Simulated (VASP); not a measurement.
An input for Ansatz (written as the equivalent of a VASP run, and not itself run):

Ansatz 0.2 input:
```yaml
crystal:
  lattice:
    - [1.4750000, -2.5547750, 0.0000000]
    - [1.4750000, 2.5547750, 0.0000000]
    - [0.0000000, 0.0000000, 4.6800000]
  atoms:
    - { symbol: Ti, position: [0.3333330, 0.6666670, 0.2500000] }
    - { symbol: Ti, position: [0.6666670, 0.3333330, 0.7500000] }
kpoints:
  mp_grid: { grid: [11, 11, 6] }
hamiltonian:
  xc: pbe
  pseudopotentials: { kind: paw }
scf:
  occupations: { method: methfessel_paxton, width: 0.1 }
  max_iter: 100
output: { forces: true, stress: true, eigenvalues: true }
```

Q: Write the VASP files for the same calculation (PBE).

A: One answer among several that fit: 
**INCAR**
```
SYSTEM = Ti
PREC = Accurate
ENCUT = 400
EDIFF = 1E-6
NELM = 100
ALGO = Normal
LREAL = .FALSE.
LASPH = .TRUE.
ISMEAR = 1
SIGMA = 0.1
GGA = PE
LMAXMIX = 4
LWAVE = .FALSE.
LCHARG = .FALSE.
ISIF = 2
```

### KPOINTS
```
kpoints
0
Gamma
  11 11 6
0 0 0
```

### POSCAR
```
Ti
1
    1.4750000000    -2.5547750000     0.0000000000
    1.4750000000     2.5547750000     0.0000000000
    0.0000000000     0.0000000000     4.6800000000
Ti
2
Direct
  0.3333330000   0.6666670000   0.2500000000
  0.6666670000   0.3333330000   0.7500000000
```

POTCAR, in this order: Ti_sv (PBE.64 set). Program: vasp_std.

What does not carry over: each code has its own PAW files, so the cut-off isn't converted (ENCUT is set for VASP's; basis.ecutwfc is left out, and Ansatz then takes the one that its files recommend); Ansatz stops its SCF on the density residual and VASP on the energy change (EDIFF).

The compound is Ti in the hcp structure. The cell was not relaxed at this level.
